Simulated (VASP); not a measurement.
# A VASP study of LaSb2Au (PBEsol): structure first, properties next

Wanted: the relaxed cell of LaSb2Au and its properties. The steps: full relaxation (PBEsol), second relaxation, density, ELF and potential (PBEsol), band structure (PBEsol), density of states (PBEsol) and optical spectrum (PBEsol). Left out of this account: 1 further run (relaxation: it shows nothing beyond the runs told). The start is a cell from a database of measured crystal structures.

Program: VASP 6.6.1. Level of theory: PBEsol; plane waves and PAW (La, Sb, Au). Results are calculated unless marked as measured.

**1. The starting structure**

Before any relaxation, the start is as follows. Symmetry: P4/nmm, No. 129, tetragonal system. The conventional cell has a = 4.436 Å, b = 4.436 Å, c = 10.432 Å, α = 90.00°, β = 90.00°, γ = 90.00°. Nearest to La lie 8 Sb at 3.24 to 3.45 Å and 4 Au at 3.40 Å. Sb has 4 Au at 2.84 Å and 4 La at 3.24 Å nearest. Nearest to Sb lie 4 Sb at 3.14 Å and 4 La at 3.45 Å. Au has 4 Sb at 2.84 Å and 4 Au at 3.14 Å and 4 La at 3.40 Å nearest. Farther neighbours are not listed.

As a file:

```
La Sb Au
1.0
     4.43600    0.00000    0.00000
     0.00000    4.43600    0.00000
     0.00000    0.00000   10.43200
La Sb Au
2 4 2
Direct
  0.50000 0.00000 0.75315
  0.00000 0.50000 0.24685
  0.50000 0.00000 0.16940
  0.00000 0.50000 0.83060
  0.00000 0.00000 0.50000
  0.50000 0.50000 0.50000
  0.00000 0.00000 0.00000
  0.50000 0.50000 0.00000
```

**2. Full relaxation (PBEsol)**

Properties are meant for the cell that this level of theory prefers, so cell and atoms are relaxed first (ISIF = 3) until forces and stress are small; EDIFFG sets the threshold. PBEsol restores the gradient expansion of exchange and is tuned for the cells of solids.

Input file INCAR:

```
SYSTEM = LaSb2Au
PREC = Accurate
ENCUT = 400
EDIFF = 1E-06
NELM = 100
ISMEAR = 0
SIGMA = 0.05
LREAL = .FALSE.
ALGO = Normal
GGA = PS
NBANDS = 40
LASPH = .TRUE.
LORBIT = 11
LWAVE = .FALSE.
LCHARG = .FALSE.
KPAR = 4
IBRION = 2
NSW = 60
ISIF = 3
EDIFFG = -0.01
```

Input file POSCAR:

```
LaSb2Au
1.0
    4.4360000000      0.0000000000      0.0000000000
    0.0000000000      4.4360000000      0.0000000000
    0.0000000000      0.0000000000     10.4320000000
La Sb Au
2 4 2
Direct
    0.5000000000      0.0000000000      0.7531500000
    0.0000000000      0.5000000000      0.2468500000
    0.5000000000      0.0000000000      0.1694000000
    0.0000000000      0.5000000000      0.8306000000
    0.0000000000      0.0000000000      0.5000000000
    0.5000000000      0.5000000000      0.5000000000
    0.0000000000      0.0000000000      0.0000000000
    0.5000000000      0.5000000000      0.0000000000
```

Input file KPOINTS:

```
Automatic mesh
0
Gamma
5 5 3
0 0 0
```

The projector-augmented-wave data sets are La, Sb and Au (PBE family, release 64).

The run is started by

```sh
mpirun -np 4 vasp_std
```

The program printed:

```text
[banner, memory and clock lines left out]
running    4 mpi-ranks, on    1 nodes
 distrk:  each k-point on    1 cores,    4 groups
 distr:  one band on    1 cores,    1 groups

 POSCAR found type information on POSCAR LaSbAu
 POSCAR found :  3 types and       8 ions
|                                                                             |
|               ----> ADVICE to this user running VASP <----                  |
|                                                                             |
|     You enforced a specific xc type in the INCAR file but a different       |
|     [... a line on the potential file left out ...]
|     I HOPE YOU KNOW WHAT YOU ARE DOING!                                     |
|                                                                             |

 LDA part: xc-table for (Slater+PW92), standard interpolation
 POSCAR, INCAR and KPOINTS ok, starting setup
 FFT: planning ... GRIDC
 FFT: planning ... GRID_SOFT
 FFT: planning ... GRID
 WAVECAR not read
 entering main loop
       N       E                     dE             d eps       ncg     rms          rms(c)
DAV:   1     0.555370655884E+03    0.55537E+03   -0.19860E+04   960   0.157E+03
DAV:   2     0.851315614538E+02   -0.47024E+03   -0.43335E+03  1160   0.329E+02
DAV:   3    -0.225359946484E+02   -0.10767E+03   -0.10287E+03  1368   0.162E+02
DAV:   4    -0.430543200781E+02   -0.20518E+02   -0.18924E+02  1864   0.634E+01
DAV:   5    -0.457543825277E+02   -0.27001E+01   -0.25172E+01  1736   0.209E+01    0.131E+01
DAV:   6    -0.433704583737E+02    0.23839E+01   -0.43736E+01  1728   0.406E+01    0.119E+01
DAV:   7    -0.432630893461E+02    0.10737E+00   -0.58710E+00  1584   0.182E+01    0.657E+00
DAV:   8    -0.431781485921E+02    0.84941E-01   -0.16742E+00  1592   0.742E+00    0.171E+00
DAV:   9    -0.431561871940E+02    0.21961E-01   -0.20874E-01  1624   0.335E+00    0.564E-01
DAV:  10    -0.431545089370E+02    0.16783E-02   -0.29110E-02  1648   0.100E+00    0.275E-01
DAV:  11    -0.431546519001E+02   -0.14296E-03   -0.42651E-03  1832   0.402E-01    0.950E-02
DAV:  12    -0.431547155845E+02   -0.63684E-04   -0.50435E-04  1720   0.102E-01    0.525E-02
DAV:  13    -0.431547842055E+02   -0.68621E-04   -0.30360E-04  1904   0.770E-02    0.268E-02
DAV:  14    -0.431548000964E+02   -0.15891E-04   -0.67231E-05  1848   0.376E-02    0.132E-02
DAV:  15    -0.431548026484E+02   -0.25520E-05   -0.49171E-05  1880   0.382E-02    0.268E-03
DAV:  16    -0.431548033170E+02   -0.66858E-06   -0.37290E-06  1168   0.111E-02
   1 F= -.43154803E+02 E0= -.43151757E+02  d E =-.431548E+02
 curvature:   0.00 expect dE= 0.000E+00 dE for cont linesearch  0.000E+00
 trial: gam= 0.00000 g(F)=  0.153E-01 g(S)=  0.232E-01 ort = 0.000E+00 (trialstep = 0.100E+01)
 search vector abs. value=  0.385E-01
 bond charge predicted
       N       E                     dE             d eps       ncg     rms          rms(c)
DAV:   1    -0.432716371839E+02   -0.11683E+00   -0.47110E+00  1464   0.167E+01    0.192E+00
DAV:   2    -0.431929502048E+02    0.78687E-01   -0.44882E-01  1512   0.532E+00    0.716E-01
DAV:   3    -0.431865196619E+02    0.64305E-02   -0.47977E-02  1624   0.153E+00    0.519E-01
DAV:   4    -0.431835300357E+02    0.29896E-02   -0.14349E-02  1688   0.758E-01    0.125E-01
DAV:   5    -0.431831151394E+02    0.41490E-03   -0.35260E-03  1584   0.406E-01    0.110E-01
DAV:   6    -0.431831781867E+02   -0.63047E-04   -0.45560E-04  1672   0.142E-01    0.445E-02
DAV:   7    -0.431831897537E+02   -0.11567E-04   -0.12962E-04  1880   0.606E-02    0.156E-02
DAV:   8    -0.431831942753E+02   -0.45216E-05   -0.15055E-05  1768   0.194E-02    0.931E-03
DAV:   9    -0.431831956159E+02   -0.13406E-05   -0.86616E-06  1544   0.165E-02    0.405E-03
DAV:  10    -0.431831957463E+02   -0.13045E-06   -0.18302E-06   920   0.119E-02
   2 F= -.43183196E+02 E0= -.43181207E+02  d E =-.283924E-01
[... from here on, the cycles between the ionic steps are left out ...]
   3 F= -.43189322E+02 E0= -.43188067E+02  d E =-.345189E-01
   4 F= -.43202831E+02 E0= -.43201308E+02  d E =-.135089E-01
   5 F= -.43204561E+02 E0= -.43202670E+02  d E =-.152388E-01
   6 F= -.43206249E+02 E0= -.43204619E+02  d E =-.168838E-02
   7 F= -.43206908E+02 E0= -.43205658E+02  d E =-.234718E-02
   8 F= -.43207034E+02 E0= -.43205691E+02  d E =-.247289E-02
   9 F= -.43208036E+02 E0= -.43206827E+02  d E =-.100231E-02
  10 F= -.43208183E+02 E0= -.43207038E+02  d E =-.114900E-02
  11 F= -.43208194E+02 E0= -.43207040E+02  d E =-.116002E-02
  12 F= -.43208622E+02 E0= -.43207458E+02  d E =-.428485E-03
  13 F= -.43209068E+02 E0= -.43207867E+02  d E =-.873645E-03
 curvature:  -2.00 expect dE=-0.263E-03 dE for cont linesearch -0.349E-06
 trial: gam= 0.15922 g(F)=  0.185E-04 g(S)=  0.113E-03 ort =-0.132E-04 (trialstep = 0.115E+01)
 search vector abs. value=  0.153E-03
 bond charge predicted
       N       E                     dE             d eps       ncg     rms          rms(c)
DAV:   1    -0.432100961971E+02   -0.10289E-02   -0.29960E-02  1408   0.136E+00    0.196E-01
DAV:   2    -0.432091995217E+02    0.89668E-03   -0.33631E-03  1520   0.477E-01    0.766E-02
DAV:   3    -0.432091287605E+02    0.70761E-04   -0.41204E-04  1616   0.137E-01    0.558E-02
DAV:   4    -0.432091037003E+02    0.25060E-04   -0.12316E-04  1656   0.704E-02    0.128E-02
DAV:   5    -0.432091005937E+02    0.31066E-05   -0.36031E-05  1568   0.409E-02    0.132E-02
DAV:   6    -0.432091026914E+02   -0.20977E-05   -0.64333E-06  1320   0.198E-02    0.353E-03
DAV:   7    -0.432091027606E+02   -0.69200E-07   -0.12622E-06   776   0.102E-02
  14 F= -.43209103E+02 E0= -.43207867E+02  d E =-.351954E-04
 trial-energy change:   -0.000035  1 .order   -0.000035   -0.000149    0.000078
 step:   0.7531(harm=  0.7531)  dis= 0.00043  next Energy=   -43.209116 (dE=-0.487E-04)
 reached required accuracy - stopping structural energy minimisation
```

Run time: 2.4 min. Hardware: 4 MPI ranks of Intel Xeon 6975P-C (Granite Rapids), shared host; peak memory 1.2 GiB; 9.6 min of CPU time.

The logs omit lines about the potential files and the build; timing stands in the text.

Parts of OUTCAR (step 2):

```text
ion  position               nearest neighbor table
   1  0.500  0.000  0.753-   4 3.24   4 3.24   4 3.24   4 3.24   8 3.40   8 3.40   7 3.40   7 3.40
                             5 3.45   5 3.45   6 3.45   6 3.45
   2  0.000  0.500  0.247-   3 3.24   3 3.24   3 3.24   3 3.24   7 3.40   8 3.40   8 3.40   7 3.40
                             5 3.45   6 3.45   5 3.45   6 3.45
   3  0.500  0.000  0.169-   7 2.84   8 2.84   8 2.84   7 2.84   2 3.24   2 3.24   2 3.24   2 3.24

  LATTYP: Found a simple tetragonal cell.
 ALAT       =     4.4360000000
 C/A-ratio  =     2.3516681695

 Subroutine GETGRP returns: Found 16 space group operations
 (whereof  8 operations were pure point group operations)

The static configuration has the point symmetry D_2d.
 The point group associated with its full space group is D_4h.

 Found     12 irreducible k-points:

   k-points           NKPTS =     12   k-points in BZ     NKDIM =     12   number of bands    NBANDS=     40

   dimension x,y,z NGX =    30 NGY =   30 NGZ =   70
   dimension x,y,z NGXF=    60 NGYF=   60 NGZF=  140

   ENCUT  =  400.0 eV  29.40 Ry    5.42 a.u.   7.23  7.23 17.01*2*pi/ulx,y,z

   NELECT =      64.0000    total number of electrons

 k-points in reciprocal lattice and weights: Automatic mesh
   0.00000000  0.00000000  0.00000000       0.013
   0.20000000  0.00000000  0.00000000       0.053
   0.40000000  0.00000000  0.00000000       0.053
   0.20000000  0.20000000  0.00000000       0.053
   0.40000000  0.20000000  0.00000000       0.107
   0.40000000  0.40000000  0.00000000       0.053
   0.00000000  0.00000000  0.33333333       0.027
   0.20000000  0.00000000  0.33333333       0.107
   0.40000000  0.00000000  0.33333333       0.107
   0.20000000  0.20000000  0.33333333       0.107
   0.40000000  0.20000000  0.33333333       0.213
   0.40000000  0.40000000  0.33333333       0.107

 average (electrostatic) potential at core
       1 -94.9324       2 -94.9324       3 -83.4324       4 -83.4324       5 -83.2993
       6 -83.2993       7 -64.8799       8 -64.8799

 E-fermi :   8.7086

 k-point     1 :       0.0000    0.0000    0.0000
  band No.  band energies     occupation
    ...
     27       7.1165      2.00000
     28       7.1165      2.00000
     29       7.3646      2.00000
     30       8.4036      2.00000
     31       8.7150      0.85647
     32       9.2412      0.00000
     33       9.2412      0.00000
     34      10.2239      0.00000
     35      10.6087      0.00000
     36      10.6887      0.00000
    ...

 k-point     2 :       0.2000    0.0000    0.0000
  band No.  band energies     occupation
    ...
     27       6.7666      2.00000
     28       7.0605      2.00000
     29       7.4228      2.00000
     30       8.4827      2.00000
     31       8.5562      1.99998
     32       8.8204      0.00155
     33       9.5879      0.00000
     34       9.9505      0.00000
     35      10.0681      0.00000
     36      10.2168      0.00000
    ...

 k-point     3 :       0.4000    0.0000    0.0000
  band No.  band energies     occupation
    ...
     28       7.6297      2.00000
     29       7.6401      2.00000
     30       7.6466      2.00000
     31       7.6814      2.00000
     32       7.7638      2.00000
     33       8.7406      0.36503
     34       9.1155      0.00000
     35      10.4998      0.00000
     36      10.6854      0.00000
     37      10.9543      0.00000
    ...

  Total        0.0788157      0.0788157      0.0483945      0.0000000      0.0000000      0.0000000
  in kB        0.6256715      0.6256715      0.3841760      0.0000000      0.0000000      0.0000000
  external PRESSURE =       0.5451730 kB  Pullay stress =       0.0000000 kB

  energy-cutoff  :      400.00
  volume of cell :      201.83
      direct lattice vectors                 reciprocal lattice vectors
     4.453741281  0.000000000  0.000000000     0.224530330  0.000000000 -0.000000000
     0.000000000  4.453741281  0.000000000     0.000000000  0.224530330  0.000000000
     0.000000000  0.000000000 10.174822151    -0.000000000  0.000000000  0.098281816

 POSITION                                       TOTAL-FORCE (eV/Angst)
 -----------------------------------------------------------------------------------
      2.22687      0.00000      7.61517        -0.000000     -0.000000     -0.003404
      4.45374      2.22687      2.55965         0.000000      0.000000      0.003404
      2.22687      0.00000      1.77598        -0.000000      0.000000     -0.002227
      0.00000      2.22687      8.39884         0.000000     -0.000000      0.002227
      0.00000      0.00000      5.08741        -0.000000     -0.000000      0.000000
      2.22687      2.22687      5.08741        -0.000000      0.000000      0.000000
      0.00000      0.00000      0.00000        -0.000000     -0.000000      0.000000
      2.22687      2.22687      0.00000        -0.000000      0.000000      0.000000
 -----------------------------------------------------------------------------------
    total drift:                                0.000000      0.000000      0.000000

  FREE ENERGIE OF THE ION-ELECTRON SYSTEM (eV)
  ---------------------------------------------------
  free  energy   TOTEN  =       -43.2091027606 eV

  energy  without entropy=      -43.2066312943  energy(sigma->0) =      -43.20786703

 reached required accuracy - stopping structural energy minimisation

 total charge
# of ion       s       p       d       f       tot
--------------------------------------------------
    1        2.023   5.622   0.768   0.151   8.564
    2        2.023   5.622   0.768   0.151   8.564
    3        1.145   1.275   0.042   0.000   2.462
    4        1.145   1.275   0.042   0.000   2.462
    5        1.182   1.215   0.030   0.000   2.427
    6        1.182   1.215   0.030   0.000   2.427
    7        0.592   0.379   8.730   0.000   9.701
    8        0.592   0.379   8.730   0.000   9.701
--------------------------------------------------
tot          9.885  16.981  19.140   0.302  46.309

[... 3 further parts left out ...]
```

CONTCAR:

```
LaSb2Au
   1.00000000000000
     4.4537412812437118    0.0000000000000000    0.0000000000000000
     0.0000000000000000    4.4537412812437118    0.0000000000000000
     0.0000000000000000    0.0000000000000000   10.1748221514291757
  La              Sb              Au
     2     4     2
Direct
     0.5000000000000000    0.0000000000000000    0.7484327217094735
     1.0000000000000000    0.5000000000000000    0.2515672782905265
     0.5000000000000000    0.0000000000000000    0.1745465021293452
     0.0000000000000000    0.5000000000000000    0.8254534978706547
     0.0000000000000000    0.0000000000000000    0.5000000000000000
     0.5000000000000000    0.5000000000000000    0.5000000000000000
     0.0000000000000000    0.0000000000000000    0.0000000000000000
     0.5000000000000000    0.5000000000000000    0.0000000000000000
```

The k-mesh is coarse for a metal. The PAW data sets were made with PBE, which is usual practice but a small mismatch for other functionals. The run keeps the 16 symmetry operations of its start, so it cannot find a distortion of lower symmetry.

The steps of the relaxation:

| step | energy less that of the first step (eV) | largest force (eV/Å) | pressure (GPa) | volume (Å³) |
| --- | --- | --- | --- | --- |
| 1 | 0.0000 | 0.3762 | -0.56 | 205.28 |
| 2 | -0.0284 | 0.2671 | 0.36 | 202.63 |
| 3 | -0.0345 | 0.2502 | 1.04 | 200.78 |
| 4 | -0.0480 | 0.1837 | 0.46 | 201.64 |
| 5 | -0.0498 | 0.1476 | 0.18 | 202.10 |
| 6 | -0.0514 | 0.1158 | -0.01 | 202.49 |
| 7 | -0.0521 | 0.0577 | -0.32 | 203.19 |
| 8 | -0.0522 | 0.0738 | -0.24 | 202.99 |
| 9 | -0.0532 | 0.0594 | -0.08 | 202.52 |
| 10 | -0.0534 | 0.0481 | 0.05 | 202.17 |
| 11 | -0.0534 | 0.0502 | 0.04 | 202.23 |
| 12 | -0.0538 | 0.0332 | 0.00 | 202.20 |
| 13 | -0.0543 | 0.0108 | -0.05 | 202.11 |
| 14 | -0.0543 | 0.0034 | 0.05 | 201.83 |

| conventional cell, symmetrised | before | after | change |
| --- | --- | --- | --- |
| a (Å) | 4.436 | 4.454 | +0.4 % |
| b (Å) | 4.436 | 4.454 | +0.4 % |
| c (Å) | 10.432 | 10.175 | -2.5 % |
| volume (Å³/atom) | 25.66 | 25.23 | -1.7 % |

The atoms that moved most (Å, as changes of fractional coordinates times the final cell):

| atom | dx | dy | dz | length |
| --- | --- | --- | --- | --- |
| Sb4 | 0.000 | 0.000 | -0.052 | 0.052 |
| Sb3 | 0.000 | 0.000 | 0.052 | 0.052 |
| La2 | 0.000 | 0.000 | 0.048 | 0.048 |
| La1 | 0.000 | 0.000 | -0.048 | 0.048 |

The relaxed structure:

```xyz
8
Lattice="4.4537 0.0000 0.0000 0.0000 4.4537 0.0000 0.0000 0.0000 10.1748" Properties=species:S:1:pos:R:3 pbc="T T T"
La    2.2269    0.0000    7.6152
La    0.0000    2.2269    2.5597
Sb    2.2269    0.0000    1.7760
Sb    0.0000    2.2269    8.3988
Sb    0.0000    0.0000    5.0874
Sb    2.2269    2.2269    5.0874
Au    0.0000    0.0000    0.0000
Au    2.2269    2.2269    0.0000
```

Numbers from this step:

- electrons: 64
- bands: 40
- irreducible k-points: 12
- symmetry operations: 16
- free energy (TOTEN): -43.21 eV
- energy at zero smearing: -43.21 eV
- Fermi energy: 8.709 eV
- pressure: 0.05452 GPa
- metallic: yes
- SCF cycles over all ionic steps: 109

It ends with a largest force of 0.003 eV/Å and a pressure of 0.05 GPa. The volume lies -1.7 % from that of the database's start, which holds the thermal and zero-point expansion of its experiment.

(Continued in part 2 of 4.)

[Lines on the potential files, build, host, timing and source positions are cut from VASP's logs without a mark.]

[Logs are printed without paths, hosts, clocks, repeated set-up lines and the standing remarks that a program may print on its own settings, such as how far it seeks lower states.]

[Hosts, paths, dates, database ids (printed as entryN), source tags and the programs' standing remarks are cut or masked in the printed files.]

[A measured line is paired with the nearest computed mode of its activity, which favours agreement.]
